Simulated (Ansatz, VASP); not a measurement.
## Two plane-wave programs on BiB

```xyz
2
Lattice="0.0000 4.8844 3.0269 1.7491 0.0000 3.0269 1.7491 4.8844 0.0000" Properties=species:S:1:pos:R:3 pbc="T T T"
B     1.7491    4.8844    0.0003
Bi    1.7491    4.8844    4.0358
```

The cell comes from a database or a generator and needn't be the stable form of this composition.

Alike in both runs: task single point; functional LDA; k mesh 6 × 6 × 6; occupations gaussian, width 0.1 eV; no spin polarisation.

```csv
,VASP,Ansatz
version,VASP 6.6.1,Ansatz 0.2.0
potentials or method,"VASP PAW LDA potentials, release 64 (B, Bi_d)","scalar-relativistic, plane waves, PAW"
plane-wave cutoff (eV),520,420
valence electrons in the cell,18,18
```

Ansatz gave:

* gap on the k mesh at the Fermi level (eV): 0.12
* least direct gap on the mesh (eV): 0.23
* pressure (GPa): 21.9
* largest component of the traceless stress (GPa): 23.10
* rms of the force components (eV/Å): 0.013

Question: Which values does VASP return?

Answer: gap on the k mesh at the Fermi level (eV): 0.12; least direct gap on the mesh (eV): 0.23; pressure (GPa): 21.9; largest component of the traceless stress (GPa): 23.13; rms of the force components (eV/Å): 0.012.

Atom by atom the forces differ by 0.000 eV/Å (rms over components).

Caveats: so large a pressure means that the cell lies far from this level's equilibrium, or that cutoff or potentials fall short (VASP); spin-orbit coupling is left out, which as a rule narrows the gap of such compounds by several tenths of an eV.
